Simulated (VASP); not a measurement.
Method: PBEsol GGA, VASP's PBE PAW potentials (set 64) (plane waves; VASP 6.6.1).

VASP input:

POSCAR:
```
InP
1
    0.0000000000     2.9387746877     2.9387746877
    2.9387746877     0.0000000000     2.9387746877
    2.9387746877     2.9387746877     0.0000000000
In P
1 1
Direct
  0.0000000000   0.0000000000   0.0000000000
  0.2500000000   0.2500000000   0.2500000000
```

### INCAR
```
# general
SYSTEM  = InP
PREC    = Accurate
ENCUT   = 400
LREAL   = .FALSE.
LASPH   = .TRUE.
NBANDS  = 39

# electronic loop
EDIFF   = 1E-7
NELM    = 100
ALGO    = Normal
LMAXMIX = 4

# smearing
ISMEAR  = 0
SIGMA   = 0.01

# functional
GGA     = PS

# output
LWAVE   = .FALSE.
LCHARG  = .FALSE.
NEDOS   = 1001

# other
LOPTICS = .TRUE.
CSHIFT  = 0.1
```

### KPOINTS
```
Automatic mesh
0
Gamma
10 10 10
0 0 0
```

POTCAR, in this order: In_d P (PBE.64 set). Program: vasp_std.

Question: What will the output report for the number of irreducible k-points (NKPTS), largest plane-wave count, number of space-group operations, FFT grid (NGX, NGY, NGZ)?

Answer: 
```yaml
number of irreducible k-points (NKPTS): 47
largest_plane_wave_count: 941
number_of_space_group_operations: 24
FFT grid (NGX, NGY, NGZ): 28 × 28 × 28
```

The compound is InP in the zinc blende structure. It was relaxed first.
